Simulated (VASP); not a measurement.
Data:

```
CELL_PARAMETERS angstrom
      4.07713     0.00000     0.00000
      0.00000     4.07713     0.00000
      0.00000     0.00000     5.34395
ATOMIC_POSITIONS crystal
  Ca 0.50000 0.50000 0.50000
  Ba 0.00000 0.00000 0.00000
```

The numbers are results of PBE GGA, VASP's PBE PAW potentials (set 64) (plane waves; VASP 6.6.1), not measurements. Numerical set-up: 300 eV cut-off, 7×7×5 Γ-centred mesh, Gaussian smearing of 0.14 eV, potentials Ca_sv Ba_sv.

At this cut-off the stress carries a Pulay error, which pulls relaxed volumes low. Unless said otherwise, spin-orbit coupling is left out, though it shifts the bands of the heavy elements here.

**Question.** Estimate the energy per atom (σ→0), pressure, band gap (on the k-mesh) with the smallest direct gap where there is one.

**Answer.** 
```
Quantity                                                     Value
------------------------  ----------------------------------------
band gap (on the k-mesh)  none (metal, semimetal or under 0.01 eV)
energy per atom (σ→0)                               -1.816 eV/atom
pressure                                                 26.4 kbar
```

Only differences to runs with the same potentials and settings are physical.

The structure was generated: BaCa was put into an ordered model structure, which need not be its known phase. The cell was not relaxed at this level.
